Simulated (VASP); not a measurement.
ZnO, 4 atoms in the cell. It takes space group P6_3mc (No. 186, hexagonal). Conventional cell: a = 3.235 Å, b = 3.235 Å, c = 5.211 Å, α = 90.00°, β = 90.00°, γ = 120.00°. Zn (site symmetry 3m) is surrounded by 4 O at 1.97 to 1.98 Å. Around O (site symmetry 3m) lie 4 Zn at 1.97 to 1.98 Å. The cell was built by a generator and needn't be a form met in nature.

| Item | Value |
| --- | --- |
| Program | VASP 6.6.1 |
| Task | single point |
| Functional | PBE |
| Potentials or basis | VASP PAW PBE potentials, release 64 (Zn, O) |
| Cutoff | 520 eV |
| k mesh | 9 × 9 × 4 |
| Occupations | gaussian, width 0.01 eV |
| Spin | no spin polarisation |
| Dipole correction | no |
| Further INCAR settings | ALGO = Normal; EDIFF = 1e-06; NBANDS = 26 |

Potentials or basis: VASP PAW PBE potentials, release 64 (Zn, O).

Launch:

```console
$ cat potpaw_PBE.64/Zn/POTCAR potpaw_PBE.64/O/POTCAR > POTCAR
$ mpirun -np 1 vasp_std > vasp.out
```

Hardware: 1 thread of Intel(R) Xeon(R) Platinum 8559C (Emerald Rapids), with other jobs on the host.

Task: Estimate the wall time of this run.

Result: It took 25 s on 1 thread of Intel(R) Xeon(R) Platinum 8559C (Emerald Rapids) (shared host), peak memory 0.17 GiB. Counts: scf iterations 15, k points 36.
